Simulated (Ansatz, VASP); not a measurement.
# Cross-check of Zn2Re between VASP and Ansatz

One calculation is typed for both programs; each brings its own data sets and cutoff. How far apart do they land? The cell is invented: other elements were put on sites of a known structure type. It may not be a known or stable phase. The cell is taken from a series of VASP runs on this material, whose earlier steps may have relaxed, scaled or displaced it; both programs get it as it stands.

Program: Ansatz 0.2.0. Level of theory: plane waves, with VASP 6.6.1 beside it; single point at PBE and single point at r2SCAN, spin-orbit coupling. Results are calculated unless marked as measured.

## (1) The starting structure

It takes space group Fm-3m (No. 225, cubic). The conventional cell has a = 5.958 Å, b = 5.958 Å, c = 5.958 Å, α = 90.00°, β = 90.00°, γ = 90.00°. Zn has 4 Re at 2.58 Å nearest. Re has 8 Zn at 2.58 Å nearest. Farther neighbours are not listed.

Coordinates:

```cif
data_structure
_symmetry_space_group_name_H-M 'P 1'
_symmetry_Int_Tables_number 1
_cell_length_a 4.2133
_cell_length_b 4.2133
_cell_length_c 4.2133
_cell_angle_alpha 60.000
_cell_angle_beta 60.000
_cell_angle_gamma 60.000
_cell_volume 52.89
loop_
_atom_site_label
_atom_site_type_symbol
_atom_site_fract_x
_atom_site_fract_y
_atom_site_fract_z
_atom_site_occupancy
Zn1 Zn 0.25000 0.25000 0.25000 1
Zn2 Zn 0.75000 0.75000 0.75000 1
Re3 Re 0.00000 0.00000 0.00000 1
```

## (2) VASP: single point, PBE

With cell and atoms fixed, the geometry can't cause a difference; cores, projectors, grids and the points listed under the comparison can.

Lines of VASP's logs that name or quote its potential files are left out, and so is its time.

INCAR reads:

```
SYSTEM = Zn2Re
PREC = Accurate
ENCUT = 400
EDIFF = 1E-06
NELM = 100
ISMEAR = -1
SIGMA = 0.05
LREAL = .FALSE.
ALGO = Normal
GGA = PE
NBANDS = 21
LORBIT = 11
LWAVE = .FALSE.
LCHARG = .FALSE.
ISIF = 2
```

POSCAR reads:

```
Zn2Re
1.0
    0.0000000000      2.9792257372      2.9792257372
    2.9792257372      0.0000000000      2.9792257372
    2.9792257372      2.9792257372      0.0000000000
Zn Re
2 1
Direct
    0.2500000000      0.2500000000      0.2500000000
    0.7500000000      0.7500000000      0.7500000000
    0.0000000000      0.0000000000      0.0000000000
```

KPOINTS reads:

```
Automatic mesh
0
Gamma
7 7 7
0 0 0
```

Potentials, in the order of the species: Zn and Re (PBE family, release 64).

Launch:

```console
> mpirun -np 1 vasp_std
```

Numbers of over 12 decimals in the logs are rounded to 6 here.

Output:

```text
[banner, memory and clock lines left out]
running    1 mpi-ranks, on    1 nodes
 distrk:  each k-point on    1 cores,    1 groups
 distr:  one band on    1 cores,    1 groups

 POSCAR found type information on POSCAR ZnRe
 POSCAR found :  2 types and       3 ions
 LDA part: xc-table for (Slater+PW92), standard interpolation
 POSCAR, INCAR and KPOINTS ok, starting setup
 FFT: planning ... GRIDC
 FFT: planning ... GRID_SOFT
 FFT: planning ... GRID
 WAVECAR not read
 entering main loop
       N       E                     dE             d eps       ncg     rms          rms(c)
DAV:   1     0.124893612866E+03    0.12489E+03   -0.13293E+04  1262   0.175E+03
DAV:   2    -0.620655983330E+01   -0.13110E+03   -0.12570E+03  1315   0.388E+02
DAV:   3    -0.121045456106E+02   -0.58980E+01   -0.57947E+01  1207   0.801E+01
DAV:   4    -0.121558564814E+02   -0.51311E-01   -0.50622E-01  1134   0.627E+00
DAV:   5    -0.121571278548E+02   -0.12714E-02   -0.12704E-02  1228   0.879E-01    0.178E+01
DAV:   6    -0.116082703031E+02    0.54886E+00   -0.18942E+00  1360   0.287E+01    0.647E+00
DAV:   7    -0.115767609571E+02    0.31509E-01   -0.77466E-02  1271   0.317E+00    0.344E+00
DAV:   8    -0.115648061346E+02    0.11955E-01   -0.67457E-03  1148   0.115E+00    0.136E-01
DAV:   9    -0.115647600891E+02    0.46046E-04   -0.57297E-04  1255   0.404E-01    0.567E-02
DAV:  10    -0.115648010033E+02   -0.40914E-04   -0.10327E-04  1305   0.159E-01    0.397E-02
DAV:  11    -0.115648067613E+02   -0.57580E-05   -0.22360E-05  1230   0.476E-02    0.782E-03
DAV:  12    -0.115648069657E+02   -0.20439E-06   -0.17998E-06   883   0.239E-02
   1 F= -.11564807E+02 E0= -.11541971E+02  d E =-.456726E-01
```

Parts of OUTCAR (step 2):

```text
ion  position               nearest neighbor table
   1  0.250  0.250  0.250-   3 2.58   3 2.58   3 2.58   3 2.58   2 2.98   2 2.98   2 2.98   2 2.98
                             2 2.98   2 2.98
   2  0.750  0.750  0.750-   3 2.58   3 2.58   3 2.58   3 2.58   1 2.98   1 2.98   1 2.98   1 2.98
                             1 2.98   1 2.98
   3  0.000  0.000  0.000-   2 2.58   2 2.58   2 2.58   1 2.58   2 2.58   1 2.58   1 2.58   1 2.58

  LATTYP: Found a face centered cubic cell.
 ALAT       =     5.9584514744

 Subroutine GETGRP returns: Found 48 space group operations
 (whereof 48 operations were pure point group operations)

The static configuration has the point symmetry O_h .

 Found     20 irreducible k-points:

   k-points           NKPTS =     20   k-points in BZ     NKDIM =     20   number of bands    NBANDS=     21

   dimension x,y,z NGX =    28 NGY =   28 NGZ =   28
   dimension x,y,z NGXF=    56 NGYF=   56 NGZF=   56

   ENCUT  =  400.0 eV  29.40 Ry    5.42 a.u.   6.87  6.87  6.87*2*pi/ulx,y,z

   NELECT =      31.0000    total number of electrons

 k-points in reciprocal lattice and weights: Automatic mesh
   0.00000000  0.00000000  0.00000000       0.003
   0.14285714  0.00000000  0.00000000       0.023
   0.28571429  0.00000000  0.00000000       0.023
   0.42857143  0.00000000  0.00000000       0.023
   0.14285714  0.14285714  0.00000000       0.017
   0.28571429  0.14285714  0.00000000       0.070
   0.42857143  0.14285714  0.00000000       0.070
  -0.42857143  0.14285714  0.00000000       0.070
  -0.28571429  0.14285714  0.00000000       0.070
[...]
-0.42857143  0.42857143  0.14285714       0.070
  -0.28571429  0.42857143  0.14285714       0.070

 average (electrostatic) potential at core
       1 -36.4171       2 -36.4171       3 -44.0175

 E-fermi :   2.6369

 k-point     1 :       0.0000    0.0000    0.0000
  band No.  band energies     occupation
    ...
     12       0.4646      2.00000
     13       0.4646      2.00000
     14       0.4646      2.00000
     15       2.6559      0.81219
     16       2.6559      0.81219
     17       6.6956      0.00000
     18      10.6001      0.00000
     19      10.6001      0.00000
     20      10.6001      0.00000
     21      11.1669      0.00000

 k-point     2 :       0.1429    0.0000    0.0000
  band No.  band energies     occupation
    ...
     12       0.0748      2.00000
     13       0.6306      2.00000
     14       0.6306      2.00000
     15       2.5586      1.65464
     16       2.5586      1.65464
     17       7.0372      0.00000
     18       8.0349      0.00000
     19       9.5661      0.00000
     20       9.5661      0.00000
     21      10.6002      0.00000

 k-point     3 :       0.2857    0.0000    0.0000
  band No.  band energies     occupation
    ...
     12      -0.7114      2.00000
     13       0.9535      2.00000
     14       0.9535      2.00000
     15       2.4917      1.89610
     16       2.4917      1.89610
     17       4.7081      0.00000
     18       8.0174      0.00000
     19       8.0174      0.00000
     20       8.2731      0.00000
     21      10.4608      0.00000

  Total        0.0270030      0.0270030      0.0270030     -0.0000000     -0.0000000      0.0000000
  in kB        0.8180535      0.8180535      0.8180535     -0.0000000     -0.0000000      0.0000000
  external PRESSURE =       0.8180535 kB  Pullay stress =       0.0000000 kB

  energy-cutoff  :      400.00
  volume of cell :       52.89
      direct lattice vectors                 reciprocal lattice vectors
     0.000000000  2.979225737  2.979225737    -0.167828840  0.167828840  0.167828840
     2.979225737  0.000000000  2.979225737     0.167828840 -0.167828840  0.167828840
     2.979225737  2.979225737  0.000000000     0.167828840  0.167828840 -0.167828840

 POSITION                                       TOTAL-FORCE (eV/Angst)
 -----------------------------------------------------------------------------------
      1.48961      1.48961      1.48961        -0.000000     -0.000000     -0.000000
      4.46884      4.46884      4.46884         0.000000      0.000000      0.000000
      0.00000      0.00000      0.00000         0.000000     -0.000000      0.000000
 -----------------------------------------------------------------------------------
    total drift:                                0.000000      0.000000      0.000000

  FREE ENERGIE OF THE ION-ELECTRON SYSTEM (eV)
  ---------------------------------------------------
  free  energy   TOTEN  =       -11.5648069657 eV

  energy  without entropy=      -11.5191344147  energy(sigma->0) =      -11.54197069

 total charge
# of ion       s       p       d       tot
------------------------------------------
    1        0.657   0.496   9.720  10.873
    2        0.657   0.496   9.720  10.873
    3        0.563   0.330   4.893   5.787
--------------------------------------------------
tot          1.878   1.322  24.334  27.533

[... 3 further parts left out ...]
```

This run has no spin polarisation. Its electron count is odd, so without a moment it is a metal by construction. The data set Re keeps the semicore shell frozen, which is cheaper and a little less accurate.

## (3) Ansatz: single point, PBE

Ansatz runs on its default PAW (the set named soft_2) files.

The same cell, functional, mesh and smearing now go to Ansatz, which takes its cutoff from its data sets.

input.yaml reads:

```yaml
crystal:
  lattice:
    - [0.0, 2.9792257372, 2.9792257372]
    - [2.9792257372, 0.0, 2.9792257372]
    - [2.9792257372, 2.9792257372, 0.0]
  atoms:
    - { symbol: Zn, position: [0.25, 0.25, 0.25] }
    - { symbol: Zn, position: [0.75, 0.75, 0.75] }
    - { symbol: Re, position: [0.0, 0.0, 0.0] }
hamiltonian:
  xc: pbe
  pseudopotentials: { kind: paw }
kpoints:
  mp_grid: { grid: [7, 7, 7] }
scf:
  occupations: { method: fermi_dirac, width: 0.05 }
  n_extra_bands: 4
output:
  forces: true
  stress: true
  eigenvalues: true
  write_density: true
  write_potential: true
  elf: true
  volumetric_format: npy
```

Launch:

```console
> ansatz run input.yaml --threads 4 --pin off --max-ram 9216MiB --backend cpu --events-out ev --progress --plain --runs-dir out
```

Output:

```text
scf.n_extra_bands = 4 over 20 filled bands (N_el = 39.0): the run solves 24 bands
Engine: ansatz 0.2.0, x86_64-unknown-linux-gnu
Pseudopotentials: kind: paw
Pseudopotential: Zn, paw, valence charge 12, recommended cutoff 420 eV (normal), Zn.paw.azcp
Pseudopotential: Re, paw, valence charge 15, recommended cutoff 420 eV (normal), Re.paw.azcp
Functional definition: PBE
  parameter kappa = 0.804
  parameter beta = 0.066725
  exchange = pbe_x(kappa = kappa, mu = beta*pi^2/3)
  correlation = pbe_c(beta = beta)
Crystal: 3 atoms, lattice volume = 52.886 Å³
Basis set: ecut = 420 eV, 1037 PW (Γ), exchange–correlation on 60×60×60 points (8 copies of the dense FFT grid, shifted against one another)
Bands: 24, of which v1, the nominal top of the filled ones, is band 20 counted from 1 (19 counted from 0)
Symmetry: 48 space group operations
Space group: Fm-3m (ITA 225), of the structure as read, at distance tolerance 3.8e-5 Å
k-points: 20 of 343
Non-local potential: Zn, projectors of the file, l = 0: 2, l = 1: 2, l = 2: 3, l = 3: 1
Non-local potential: Re, projectors of the file, l = 0: 3, l = 1: 2, l = 2: 2, l = 3: 1
PAW form: soft (Blöchl's): semilocal exchange-correlation on the pseudo side does not see the compensation charge
PAW one-centre angular grid: Zn, 590 points (default); XC on 64 Gauss nodes
PAW one-centre angular grid: Re, 590 points (default); XC on 64 Gauss nodes
Initial density: superposition of atomic densities (neutral atoms: chi_scale 0, normalization atom), corrected by the library's trained network
Initial wavefunctions: pseudopotential atomic-orbital guess
Functional: x = pbe(κ = 0.804, μ = 0.219515), c = pbe(β = 0.066725)
SCF iter   1: F=—  HF=-17503.050552 eV  |F-HF|=—  |Δ(HF+E_count)|=         —  Δρ=3.66e-3  dr2=1.39e-2  ethr=1.77e-3  ⟨swp⟩=6.0  Hψ=1995  notcnv=0
preconditioner: auto → LDOS  [metal: Δε(μ)=0.015 eV  Ē_g=8.297 eV  σ=0.050 eV  W_gap=0.07  n_scr=14 (ndim 8)  ℏωp=28.4 eV  f_vac=0.025  D(μ)=5.57/eV (n_scr^D=64)  β→1.0]
SCF iter   2: F=—  HF=-17503.049159 eV  |F-HF|=—  |Δ(HF+E_count)|=   1.39e-3  Δρ=2.44e-3  dr2=1.79e-3  ethr=3.57e-5  ⟨swp⟩=2.4  Hψ=1001  notcnv=0
SCF iter   3: F=—  HF=-17503.049610 eV  |F-HF|=—  |Δ(HF+E_count)|=   4.51e-4  Δρ=2.05e-3  dr2=1.45e-3  ethr=4.58e-6  ⟨swp⟩=2.0  Hψ=826  notcnv=0
SCF iter   4: F=—  HF=-17503.048937 eV  |F-HF|=—  |Δ(HF+E_count)|=   6.73e-4  Δρ=7.78e-4  dr2=2.30e-4  ethr=3.71e-6  ⟨swp⟩=2.0  Hψ=770  notcnv=0
SCF iter   5: F=—  HF=-17503.048920 eV  |F-HF|=—  |Δ(HF+E_count)|=   1.70e-5  Δρ=1.51e-4  dr2=7.86e-6  ethr=5.91e-7  ⟨swp⟩=2.3  Hψ=790  notcnv=0
SCF iter   6: F=—  HF=-17503.048914 eV  |F-HF|=—  |Δ(HF+E_count)|=   5.39e-6  Δρ=2.52e-5  dr2=4.28e-7  ethr=2.01e-8  ⟨swp⟩=2.0  Hψ=736  notcnv=0
SCF iter   7: F=-17503.048914 eV  HF=-17503.048914 eV  |F-HF|=5.29e-9  |Δ(HF+E_count)|=   1.91e-8  Δρ=2.78e-6  dr2=2.38e-9  ethr=2.56e-10  ⟨swp⟩=9.6  Hψ=3627  notcnv=0
SCF 1 converged in 7 iterations: F = -17503.048914 eV  dr2 = 2.38e-9
  greatest PAW one-centre occupation: 0.999 electrons in one spin orbital (limit 2), on the Re atom at site 2 (counted from 0), in its partial waves of l = 0
SCF converged after 7 iterations
Free energy (F): -17503.048914 eV
Harris-Foulkes:  -17503.048914 eV  (|F-HF|=5.29e-9)
Internal energy: -17503.003285 eV  (E = F + TS)
E sigma→0 (E₀):  -17503.026099 eV
Entropy (-TS):   -0.045629 eV (-15.210 meV/atom)
Fermi energy:    11.712702 eV
--- Per-component energies (eV) ---
  E_band       = -109.927262
  E_kinetic    = 799.489890
  E_local      = -4490.690114  (includes V_loc(G=0)·N_el)
  E_nonlocal   = 1271.174835
  E_hartree    = 1818.291731
  E_xc         = -676.699175
  E_vxc        = -405.847580  (∫ρ·V_xc dr)
  E_paw        = -12305.602083  (= ΣΔE_a)
  E_vpaw       = -920.635994  (= ΣTr[D̂ρ^β])
  E_aug_tail   = -0.000843  (compensation charges beyond the density's cutoff)
  E_ewald      = -3918.967526
  E_smearing   = -0.045629  (= −TS)
  E_closure    = 0.000000  (closes the sum)
  Σ components = -17503.048914   (vs F -17503.048914, Δ=0.00e0)
--- Forces (eV/Å), atoms counted from 1 ---
  atom   1  Zn    -0.00000000    -0.00000000     0.00000000
  atom   2  Zn     0.00000000     0.00000000     0.00000000
  atom   3  Re    -0.00000000    -0.00000000     0.00000000
  max |Σ_I F_I| component: 1.85e-17 eV/Å
--- Stress (GPa, compression-positive) ---
        0.121598       0.000000       0.000000
        0.000000       0.121598      -0.000000
       -0.000000      -0.000000       0.121598
  P = ⅓ Tr σ = 0.1216 GPa (1.216 kbar)
--- Band table (eV; the first three rows and the last of 20) ---
  k-point 0: bands = [... 16 lower, 9.5329, 9.5329, 11.7393, 11.7393, 15.7013, 19.6685, 19.6685, 19.6685]
  k-point 1: bands = [... 16 lower, 9.6997, 9.6997, 11.6404, 11.6404, 16.0676, 17.0886, 18.6374, 18.6374]
  k-point 2: bands = [... 16 lower, 10.0244, 10.0244, 11.5701, 11.5701, 13.7819, 17.0798, 17.0798, 17.2831]
  k-point 19: bands = [... 16 lower, 8.8789, 9.7627, 11.4900, 11.5120, 12.3359, 12.5659, 14.1149, 19.2463]
```

Run time: 0.72 s. Hardware: 4 threads of Intel Xeon Platinum 8488C (Sapphire Rapids), shared host; peak memory 0.41 GiB; 2 s of CPU time.

Reading the cycles: dr2 is the Hartree energy of the density residual (eV), the measure of convergence; HF is the Harris–Foulkes estimate of the energy, which meets the free energy F at convergence.

The run ends at a pressure of 0.12 GPa.

## (4) Side by side

Known differences besides the potentials themselves: the data sets hold 39 valence electrons in Ansatz (default PAW (the set named soft_2) files) and 31 in VASP; the cutoff is 420 eV in Ansatz and 400 eV in VASP; VASP leaves aspherical gradient terms in its spheres out (LASPH is not set), Ansatz keeps them. Total energies have different zeros and are not compared.

Both answers:

```csv
quantity,Ansatz,VASP,difference
pressure (GPa),0.12,0.08,+0.04
pressure without Ansatz's Pulay correction (GPa),0.01,0.08,-0.07
```

Ansatz's pressure holds a Pulay correction of 0.11 GPa; VASP's holds none.

## (5) Ansatz: single point, r2SCAN, spin-orbit coupling

With cell and atoms fixed, the geometry can't cause a difference; cores, projectors, grids and the points listed under the comparison can.

input.yaml reads:

```yaml
crystal:
  lattice:
    - [5.95845147, 0.0, 0.0]
    - [0.0, 5.95845147, 0.0]
    - [0.0, 0.0, 5.95845147]
  atoms:
    - { symbol: Zn, position: [0.25, 0.75, 0.75] }
    - { symbol: Zn, position: [0.25, 0.25, 0.75] }
    - { symbol: Zn, position: [0.25, 0.25, 0.25] }
    - { symbol: Zn, position: [0.25, 0.75, 0.25] }
    - { symbol: Zn, position: [0.75, 0.75, 0.25] }
    - { symbol: Zn, position: [0.75, 0.25, 0.25] }
    - { symbol: Zn, position: [0.75, 0.25, 0.75] }
    - { symbol: Zn, position: [0.75, 0.75, 0.75] }
    - { symbol: Re, position: [0.0, 0.0, 0.0] }
    - { symbol: Re, position: [0.0, 0.5, 0.5] }
    - { symbol: Re, position: [0.5, 0.0, 0.5] }
    - { symbol: Re, position: [0.5, 0.5, 0.0] }
hamiltonian:
  xc: r2scan
  pseudopotentials: { kind: paw_fr }
magnetization:
  noncollinear: true
  spin_orbit: true
kpoints:
  mp_grid: { grid: [3, 3, 3] }
scf:
  occupations: { method: gaussian, width: 0.05 }
  n_extra_bands: 14
output:
  forces: true
  stress: true
  eigenvalues: true
```

Output:

```text
[...]
non-collinear run that drives no moment, with spin-orbit: no starting moment large enough to seed its density (crystal.atoms[].spin), no starting occupations that ask for one, no magnetisation constraint and no magnetic field, so the semilocal B_xc is pinned to zero
Crystal: 12 atoms, lattice volume = 211.544 Å³
[...]
k-point 1: bands = [... 152 lower, 11.6041, 11.6041, 11.6041, 11.6041, 11.7406, 11.7406, 11.7564, 11.7564, ... 10 higher]
  k-point 2: bands = [... 152 lower, 11.2136, 11.2136, 11.6343, 11.6343, 11.6343, 11.6343, 11.7421, 11.7421, ... 10 higher]
  k-point 3: bands = [... 152 lower, 11.6714, 11.6714, 11.6714, 11.6714, 11.6714, 11.6714, 11.7382, 11.7382, ... 10 higher]
[key lines of the parts left out:]
SCF converged after 11 iterations
Magnetization: |M| = 0.0000 μB,  M = (+0.0000, +0.0000, +0.0000) μB
Free energy (F): -69999.866942 eV
Fermi energy:    11.667671 eV
P = ⅓ Tr σ = -2.0104 GPa (-20.104 kbar)
```

The job ended after 28 s (4 threads; peak memory 2.9 GiB; 95 s of CPU time).

The run ends at a pressure of -2.01 GPa.

(Continued in part 2 of 2.)

[Lines on the potential files, build, host, timing and source positions are cut from VASP's logs without a mark.]

[Logs are printed without paths, hosts, clocks, repeated set-up lines and the standing remarks that a program may print on its own settings, such as how far it seeks lower states.]

[Hosts, paths, dates, database ids (printed as entryN), source tags and the programs' standing remarks are cut or masked in the printed files.]
